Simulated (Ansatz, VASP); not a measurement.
## PtS2 (1T-PtS2 monolayer): VASP beside Ansatz

Aim: how closely do two programs agree when they are given the same cell, functional and k mesh?

Program: Ansatz 0.2.0. Level of theory: plane waves, with VASP 6.6.1 beside it; band structure at PBE with D3(BJ), spin-orbit coupling. Results are calculated unless marked as measured.

## 1. Starting point

The cell holds 3 atoms: 1 Pt and 2 S. Cell: a = 3.533 Å, b = 3.533 Å, c = 22.000 Å, α = 90.0°, β = 90.0°, γ = 120.0°. Vacuum lies along c.

Structure file:

```
Pt S
1.0
     3.53312    0.00000    0.00000
    -1.76656    3.05977    0.00000
     0.00000    0.00000   22.00000
Pt S
1 2
Direct
  0.00000 0.00000 0.50000
  0.33333 0.66667 0.44348
  0.66667 0.33333 0.55652
```

## 2. VASP: band structure, PBE with D3(BJ), spin-orbit coupling

The same path points are solved in both programs, so levels can be compared one by one.

Lines of VASP's logs that name or quote its potential files are left out, and so is its time.

Input file INCAR:

```
SYSTEM = PtS2
PREC = Normal
ENCUT = 350
EDIFF = 1E-06
NELM = 120
ISMEAR = 0
SIGMA = 0.03
LREAL = .FALSE.
ALGO = Fast
GGA = PE
IVDW = 12
LNONCOLLINEAR = .TRUE.
MAGMOM = 0 0 0 0 0 0 0 0 0
NBANDS = 34
GGA_COMPAT = .FALSE.
LASPH = .TRUE.
LSORBIT = .TRUE.
LMAXMIX = 4
LWAVE = .FALSE.
LCHARG = .FALSE.
KPAR = 4
IDIPOL = 3
LDIPOL = .TRUE.
DIPOL = 0.5 0.5 0.5
```

Input file POSCAR:

```
PtS2
1.0
    3.5331162050      0.0000000000      0.0000000000
   -1.7665581025      3.0597683881      0.0000000000
    0.0000000000      0.0000000000     22.0000000000
Pt S
1 2
Direct
    0.0000000000      0.0000000000      0.5000000000
    0.3333333333      0.6666666667      0.4434817369
    0.6666666667      0.3333333333      0.5565182631
```

Input file KPOINTS:

```
Automatic mesh
0
Gamma
12 12 1
0 0 0
```

Input file KPOINTS_OPT:

```
Line mode
14
Line-mode
Reciprocal
  0.00000000   0.00000000   0.00000000 GAMMA
  0.50000000   0.00000000   0.00000000 M

  0.50000000   0.00000000   0.00000000 M
  0.33333333   0.33333333   0.00000000 K

  0.33333333   0.33333333   0.00000000 K
  0.00000000   0.00000000   0.00000000 GAMMA
```

PAW data sets: Pt and S (PBE family, release 64).

Launch:

```bash
$ mpirun -np 4 vasp_ncl
```

Numbers of over 12 decimals in the logs are rounded to 6 here.

Log:

```text
[banner, memory and clock lines left out]
running    4 mpi-ranks, on    1 nodes
 distrk:  each k-point on    1 cores,    4 groups
 distr:  one band on    1 cores,    1 groups

 POSCAR found type information on POSCAR PtS
 POSCAR found :  2 types and       3 ions
 LDA part: xc-table for (Slater+PW92), standard interpolation
 POSCAR, INCAR and KPOINTS ok, starting setup
 FFT: planning ... GRIDC
 FFT: planning ... GRID_SOFT
 FFT: planning ... GRID
 WAVECAR not read
 entering main loop
       N       E                     dE             d eps       ncg     rms          rms(c)
DAV:   1     0.151784362220E+03    0.15178E+03   -0.61331E+03  1324   0.704E+02
DAV:   2     0.159860835101E+01   -0.15019E+03   -0.13874E+03  1886   0.170E+02
DAV:   3    -0.167916057910E+02   -0.18390E+02   -0.18118E+02  1612   0.682E+01
DAV:   4    -0.172484525123E+02   -0.45685E+00   -0.45541E+00  1716   0.123E+01
DAV:   5    -0.172570963599E+02   -0.86438E-02   -0.86371E-02  1708   0.173E+00    0.196E+01
RMM:   6    -0.160373636082E+02    0.12197E+01   -0.70070E+00  1428   0.150E+01    0.119E+01
RMM:   7    -0.158638701563E+02    0.17349E+00   -0.82245E-01  1353   0.606E+00    0.580E+00
RMM:   8    -0.158390107218E+02    0.24859E-01   -0.52895E-02  1471   0.163E+00    0.195E+00
RMM:   9    -0.158341144287E+02    0.48963E-02   -0.40071E-02  1555   0.114E+00    0.274E-01
RMM:  10    -0.158349864725E+02   -0.87204E-03   -0.68799E-03  1768   0.499E-01    0.146E-01
RMM:  11    -0.158351908450E+02   -0.20437E-03   -0.14317E-03  1791   0.215E-01    0.650E-02
RMM:  12    -0.158352478561E+02   -0.57011E-04   -0.15655E-04  1573   0.806E-02    0.367E-02
RMM:  13    -0.158352455791E+02    0.22771E-05   -0.40504E-05  1696   0.392E-02    0.207E-02
RMM:  14    -0.158352527557E+02   -0.71766E-05   -0.13736E-05  1702   0.195E-02    0.918E-03
RMM:  15    -0.158352572697E+02   -0.45140E-05   -0.17253E-06  1268   0.793E-03    0.311E-03
RMM:  16    -0.158352595788E+02   -0.23091E-05   -0.27745E-07  1089   0.344E-03    0.246E-03
RMM:  17    -0.158352622546E+02   -0.26759E-05   -0.25188E-07  1103   0.281E-03    0.608E-04
RMM:  18    -0.158352629751E+02   -0.72052E-06   -0.47135E-08   947   0.147E-03
   1 F= -.16667266E+02 E0= -.16667266E+02  d E =-.643952E-13  mag=     0.0000    -0.0000    -0.0000
 Start KPOINTS_OPT (optional k-point list driver)
k-point batch [1-19\42]
       N       E                     dE             ncg
DAV:   1    -0.160623916515E+03   -0.70167E+04     1300
DAV:   2    -0.310406432711E+04   -0.29434E+04     1900
DAV:   3    -0.344774011657E+04   -0.34368E+03     1624
DAV:   4    -0.345578284368E+04   -0.80427E+01     1638
DAV:   5    -0.345594685478E+04   -0.16401E+00     1764
DAV:   6    -0.345595225619E+04   -0.54014E-02     1732
DAV:   7    -0.345595245301E+04   -0.19682E-03     1762
DAV:   8    -0.345595246550E+04   -0.12493E-04     1640
DAV:   9    -0.345595246580E+04   -0.29956E-06     1238
[...]
k-point batch [39-42\42]
       N       E                     dE             ncg
DAV:   1     0.766904278962E+04   -0.12507E+03      272
DAV:   2     0.709919166260E+04   -0.56985E+03      350
DAV:   3     0.700898827255E+04   -0.90203E+02      354
DAV:   4     0.700635792925E+04   -0.26303E+01      358
DAV:   5     0.700628215012E+04   -0.75779E-01      390
DAV:   6     0.700628047885E+04   -0.16713E-02      400
DAV:   7     0.700628046205E+04   -0.16802E-04      398
DAV:   8     0.700628046177E+04   -0.28227E-06      358
```

OUTCAR, selected parts (step 2):

```text
ion  position               nearest neighbor table
   1  0.000  0.000  0.500-   2 2.39   3 2.39   3 2.39   2 2.39   3 2.39   2 2.39
   2  0.333  0.667  0.443-   1 2.39   1 2.39   1 2.39
   3  0.667  0.333  0.557-   1 2.39   1 2.39   1 2.39

  LATTYP: Found a hexagonal cell.
 ALAT       =     3.5331162050
 C/A-ratio  =     6.2267977399

 Subroutine GETGRP returns: Found 12 space group operations
 (whereof 12 operations were pure point group operations)

The static configuration has the point symmetry D_3d.

 Found     19 irreducible k-points:

   k-points           NKPTS =     19   k-points in BZ     NKDIM =     19   number of bands    NBANDS=     34

   dimension x,y,z NGX =    16 NGY =   16 NGZ =  108
   dimension x,y,z NGXF=    32 NGYF=   32 NGZF=  216

   ENCUT  =  350.0 eV  25.72 Ry    5.07 a.u.   5.39  5.39 33.56*2*pi/ulx,y,z

   NELECT =      22.0000    total number of electrons

 k-points in reciprocal lattice and weights: Automatic mesh
   0.00000000  0.00000000  0.00000000       0.007
   0.08333333  0.00000000  0.00000000       0.042
   0.16666667  0.00000000  0.00000000       0.042
   0.25000000  0.00000000  0.00000000       0.042
   0.33333333  0.00000000  0.00000000       0.042
   0.41666667  0.00000000  0.00000000       0.042
   0.50000000  0.00000000  0.00000000       0.021
   0.08333333  0.08333333  0.00000000       0.042
   0.16666667  0.08333333  0.00000000       0.083
[...]
0.33333333  0.25000000  0.00000000       0.083
   0.33333333  0.33333333  0.00000000       0.014

 dipolmoment           0.000000      0.000000     -0.000000 electrons x Angstroem

 average (electrostatic) potential at core
       1 -77.7747       2 -94.6961       3 -94.6961

 E-fermi :  -3.3040

 k-point     1 :       0.0000    0.0000    0.0000
  band No.  band energies     occupation
    ...
     18      -4.2548      1.00000
     19      -3.8579      1.00000
     20      -3.8579      1.00000
     21      -3.6524      1.00000
     22      -3.6524      1.00000
     23      -0.3798      0.00000
     24      -0.3798      0.00000
     25      -0.1325      0.00000
     26      -0.1325      0.00000
     27       1.9180      0.00000
    ...

 k-point     2 :       0.0833    0.0000    0.0000
  band No.  band energies     occupation
    ...
     18      -4.1175      1.00000
     19      -3.7713      1.00000
     20      -3.7713      1.00000
     21      -3.5292      1.00000
     22      -3.5292      1.00000
     23      -0.7251      0.00000
     24      -0.7251      0.00000
     25      -0.3344      0.00000
     26      -0.3344      0.00000
     27       2.1191      0.00000
    ...

 k-point     3 :       0.1667    0.0000    0.0000
  band No.  band energies     occupation
    ...
     18      -3.9112      1.00000
     19      -3.7288      1.00000
     20      -3.7288      1.00000
     21      -3.4502      1.00000
     22      -3.4502      1.00000
     23      -1.4271      0.00000
     24      -1.4271      0.00000
     25      -0.5829      0.00000
     26      -0.5829      0.00000
     27       2.5927      0.00000
    ...

 Edisp (eV)   -0.83200

  Total       0.07075     0.07075     0.00979    -0.00000     0.00000     0.00000
  in kB       0.47661     0.47661     0.06596    -0.00000     0.00000     0.00000
  external pressure =        0.34 kB  Pullay stress =        0.00 kB

  energy-cutoff  :      350.00
  volume of cell :      237.83
      direct lattice vectors                 reciprocal lattice vectors
     3.533116205  0.000000000  0.000000000     0.283036261  0.163411061  0.000000000
    -1.766558102  3.059768388  0.000000000     0.000000000  0.326822123  0.000000000
     0.000000000  0.000000000 22.000000000     0.000000000  0.000000000  0.045454545

 POSITION                                       TOTAL-FORCE (eV/Angst)
 -----------------------------------------------------------------------------------
      0.00000      0.00000     11.00000        -0.000000      0.000000      0.000000
     -0.00000      2.03985      9.75660         0.000000     -0.000000     -0.041206
      1.76656      1.01992     12.24340        -0.000000      0.000000      0.041206
 -----------------------------------------------------------------------------------
    total drift:                                0.000000      0.000000     -0.000000

  FREE ENERGIE OF THE ION-ELECTRON SYSTEM (eV)
  ---------------------------------------------------
  free  energy   TOTEN  =       -16.6672655177 eV

  energy  without entropy=      -16.6672655177  energy(sigma->0) =      -16.66726552

 vacuum level on the upper side and lower side of the slab         2.545         2.545

 Spin-Orbit-Coupling matrix elements
 Ion:    1  E_soc:     -0.7741535
 Ion:    2  E_soc:      0.0008559
 Ion:    3  E_soc:      0.0008559

[... 3 further parts left out ...]
```

[end of part 1 of 2]

[Lines on the potential files, build, host, timing and source positions are cut from VASP's logs without a mark.]

[Logs are printed without paths, hosts, clocks, repeated set-up lines and the standing remarks that a program may print on its own settings, such as how far it seeks lower states.]

[Hosts, paths, dates, database ids (printed as entryN), source tags and the programs' standing remarks are cut or masked in the printed files.]
